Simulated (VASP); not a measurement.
Write the native input for VASP 6.6.1 that does the following.

```
Task                   : relaxation of cell and atoms
Functional             : PBE
Potentials or basis    : VASP PAW PBE potentials, release 64 (Al, Nb_sv, N)
Cutoff                 : 520 eV
k mesh                 : 6 × 6 × 6
Occupations            : gaussian, width 0.1 eV
Spin                   : no spin polarisation
Further INCAR settings : ALGO = Normal; EDIFF = 1e-07; IBRION = 2; POTIM = 0.3; EDIFFG = -0.005; NSW = 60; ISIF = 3
```

The structure of NbAl2N3 lies in POSCAR:

```
NbAl2N3                                 
1.0
    5.0331404300     -2.8917429635      0.0000000000
    5.0331404300      2.8917429635      0.0000000000
    0.0000000000      0.0000000000      4.6426939366
  Al              Nb              N             
     4     2     6
Direct
     0.8274051360724497    0.5154982713518335    0.4933244601919004
     0.5154982713518335    0.8274051360724497    0.9933244601919002
     0.4845017286481665    0.1725948639275502    0.4933244601919004
     0.1725948639275502    0.4845017286481665    0.9933244601919002
     0.8523738779018513    0.1476261220981487    0.9362748239166770
     0.1476261220981487    0.8523738779018513    0.4362748239166773
     0.8408524968658447    0.5157769128105459    0.9037254453016783
     0.4842230871894541    0.1591475031341550    0.9037254453016783
     0.2166791288977754    0.7833208711022247    0.9277159550961589
     0.5157769128105459    0.8408524968658447    0.4037254453016784
     0.1591475031341550    0.4842230871894541    0.4037254453016784
     0.7833208711022247    0.2166791288977754    0.4277159550961588
```

The cell was built by a generator and needn't be a form met in nature.

These files were run (other wordings do the same):

INCAR

```
SYSTEM = NbAl2N3
ALGO     = Normal         ! electronic algorithm
EDIFF    = 1E-7           ! SCF threshold, eV
EDIFFG   = -0.005         ! ionic threshold
ENCUT    = 520            ! plane-wave cutoff, eV
GGA      = PE             ! functional
IBRION   = 2              ! ionic algorithm
ISIF     = 3              ! what is computed and relaxed
ISMEAR   = 0              ! smearing method
KPAR     = 8            
LASPH    = .True.         ! aspherical terms in the spheres
LCHARG   = .False.        ! write CHGCAR
LREAL    = .False.        ! projectors in reciprocal space
LWAVE    = .False.        ! write WAVECAR
NELM     = 120            ! most SCF steps
NSW      = 60             ! ionic steps
POTIM    = 0.3            ! step
PREC     = Accurate       ! precision mode
SIGMA    = 0.1            ! smearing width, eV
```

KPOINTS

```
k-points
0
Gamma
  6 6 6
  0 0 0
```

Potentials or basis: VASP PAW PBE potentials, release 64 (Al, Nb_sv, N).

The run is started by

```console
$ cat potpaw_PBE.64/Al/POTCAR potpaw_PBE.64/Nb_sv/POTCAR potpaw_PBE.64/N/POTCAR > POTCAR
$ mpirun -np 8 vasp_std > vasp.out
```

Results of the run:

| Quantity | Value |
| --- | --- |
| Pressure after relaxing | 0.0 GPa |
| Largest force after relaxing | 0.005 eV/Å |
| Band gap on the k mesh | none (metal or under the smearing width) |

Caveat: the relaxation stopped at its first step, so nothing moved.

Wall time 60 s on 8 MPI ranks on Intel(R) Xeon(R) Platinum 8259CL CPU @ 2.50GHz (Skylake/Cascade Lake), with other jobs on the host, peak memory 0.46 GiB a rank.
